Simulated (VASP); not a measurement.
Calculation: PBEsol GGA, VASP's PBE PAW potentials (set 64) (plane waves; VASP 6.6.1).

A VASP calculation is set up with these files.

**INCAR**
```
ALGO = Normal
EDIFF = 1E-6
EDIFFG = -0.01
ENCUT = 520
GGA = PS
IBRION = 2
ISIF = 3
ISMEAR = 0
LASPH = T
LCHARG = F
LREAL = F
LWAVE = F
NELM = 100
NSW = 60
PREC = Accurate
SIGMA = 0.05
SYSTEM = CaO
```

POSCAR:
```
CaO
1
    0.0000000000     2.6136000000     2.6136000000
    2.6136000000     0.0000000000     2.6136000000
    2.6136000000     2.6136000000     0.0000000000
Ca O
1 1
Direct
  0.0000000000   0.0000000000   0.0000000000
  0.5000000000   0.5000000000   0.5000000000
```

File KPOINTS:
```
Automatic
0
gamma
 8 8 8
```

POTCAR, in this order: Ca_sv O (PBE.64 set). Program: vasp_std.

Output

### OSZICAR
```
       N       E                     dE             d eps       ncg     rms          rms(c)
DAV:   1     0.128731512455E+03    0.12873E+03   -0.83251E+03   696   0.131E+03
DAV:   2    -0.528634995104E+01   -0.13402E+03   -0.12642E+03   804   0.322E+02
DAV:   3    -0.141199405193E+02   -0.88336E+01   -0.87164E+01   936   0.793E+01
DAV:   4    -0.144326423746E+02   -0.31270E+00   -0.31244E+00  1048   0.140E+01
DAV:   5    -0.144362087795E+02   -0.35664E-02   -0.35661E-02   936   0.145E+00    0.825E+00
DAV:   6    -0.129668875073E+02    0.14693E+01   -0.92470E+00   828   0.237E+01    0.440E+00
DAV:   7    -0.128512647273E+02    0.11562E+00   -0.97222E-01   940   0.830E+00    0.184E+00
DAV:   8    -0.128386952257E+02    0.12570E-01   -0.90993E-02   776   0.332E+00    0.403E-01
DAV:   9    -0.128371777034E+02    0.15175E-02   -0.23292E-02   948   0.993E-01    0.161E-01
DAV:  10    -0.128374741978E+02   -0.29649E-03   -0.22011E-03   816   0.483E-01    0.285E-02
DAV:  11    -0.128374863135E+02   -0.12116E-04   -0.13530E-04   868   0.109E-01    0.111E-02
DAV:  12    -0.128374851969E+02    0.11166E-05   -0.91214E-06   900   0.291E-02    0.371E-03
DAV:  13    -0.128374849692E+02    0.22771E-06   -0.99541E-07   592   0.777E-03
   1 F= -.12837485E+02 E0= -.12837485E+02  d E =-.128375E+02
       N       E                     dE             d eps       ncg     rms          rms(c)
DAV:   1    -0.241175178738E+02   -0.11280E+02   -0.25169E+02   744   0.179E+02    0.224E+01
DAV:   2    -0.148654138064E+02    0.92521E+01   -0.27534E+01   708   0.516E+01    0.818E+00
DAV:   3    -0.134787058462E+02    0.13867E+01   -0.42062E+00  1212   0.289E+01    0.309E+00
DAV:   4    -0.133493087937E+02    0.12940E+00   -0.10121E+00  1228   0.981E+00    0.708E-01
DAV:   5    -0.133935774019E+02   -0.44269E-01   -0.40796E-02  1120   0.192E+00    0.371E-01
DAV:   6    -0.134174690305E+02   -0.23892E-01   -0.50015E-02  1128   0.103E+00    0.166E-01
DAV:   7    -0.134167281933E+02    0.74084E-03   -0.18122E-03   964   0.354E-01    0.268E-02
DAV:   8    -0.134167195781E+02    0.86152E-05   -0.32303E-04  1072   0.154E-01    0.947E-03
DAV:   9    -0.134167166874E+02    0.28907E-05   -0.88998E-06   780   0.308E-02    0.508E-03
DAV:  10    -0.134167184347E+02   -0.17473E-05   -0.69792E-07   472   0.122E-02    0.955E-04
DAV:  11    -0.134167184711E+02   -0.36431E-07   -0.13007E-07   396   0.410E-03
   2 F= -.13416718E+02 E0= -.13416718E+02  d E =-.579234E+00
       N       E                     dE             d eps       ncg     rms          rms(c)
DAV:   1    -0.134678953200E+02   -0.51177E-01   -0.12248E+00   748   0.136E+01    0.147E+00
DAV:   2    -0.134290345146E+02    0.38861E-01   -0.14929E-01   772   0.380E+00    0.577E-01
DAV:   3    -0.134215148045E+02    0.75197E-02   -0.18231E-02  1172   0.178E+00    0.223E-01
DAV:   4    -0.134206992948E+02    0.81551E-03   -0.72338E-03  1100   0.790E-01    0.756E-02
DAV:   5    -0.134207300283E+02   -0.30733E-04   -0.67108E-05   864   0.969E-02    0.717E-02
DAV:   6    -0.134210479752E+02   -0.31795E-03   -0.32893E-04  1116   0.112E-01    0.317E-02
DAV:   7    -0.134210751229E+02   -0.27148E-04   -0.63795E-05  1128   0.725E-02    0.462E-03
DAV:   8    -0.134210749712E+02    0.15169E-06   -0.19969E-06   836   0.112E-02
   3 F= -.13421075E+02 E0= -.13421075E+02  d E =-.583590E+00
```

File OUTCAR:
```
------------------------ aborting loop because EDIFF is reached ----------------------------------------
  FORCE on cell =-STRESS in cart. coord.  units (eV):
  Direction    XX          YY          ZZ          XY          YZ          ZX
  --------------------------------------------------------------------------------------
  Total        0.0079394      0.0079394      0.0079394     -0.0000000     -0.0000000      0.0000000
  in kB        0.4676739      0.4676739      0.4676739     -0.0000000     -0.0000000      0.0000000
  external PRESSURE =       0.4676739 kB  Pullay stress =       0.0000000 kB
  volume of cell :       27.20
      direct lattice vectors                 reciprocal lattice vectors
     0.000000000  2.386937582  2.386937582    -0.209473429  0.209473429  0.209473429
     2.386937582 -0.000000000  2.386937582     0.209473429 -0.209473429  0.209473429
     2.386937582  2.386937582 -0.000000000     0.209473429  0.209473429 -0.209473429
  FREE ENERGIE OF THE ION-ELECTRON SYSTEM (eV)
  ---------------------------------------------------
  free  energy   TOTEN  =       -13.4210749712 eV

  energy  without entropy=      -13.4210749712  energy(sigma->0) =      -13.42107497

 reached required accuracy - stopping structural energy minimisation
```
(Selected blocks of OUTCAR.)

### CONTCAR
```
CaO
   1.00000000000000
     0.0000000000000000    2.3869375820425893    2.3869375820425893
     2.3869375820425893   -0.0000000000000000    2.3869375820425893
     2.3869375820425893    2.3869375820425893   -0.0000000000000000
  Ca              O
     1     1
Direct
     0.0000000000000000    0.0000000000000000    0.0000000000000000
     0.5000000000000000    0.5000000000000000    0.5000000000000000
```

Energy and stress use the plane-wave basis of the starting cell.

The structure was generated: CaO was put into the rock salt type (Fm-3m), which need not be its known phase. This run relaxes it. Symmetry was kept, so distortions that lower it aren't found.
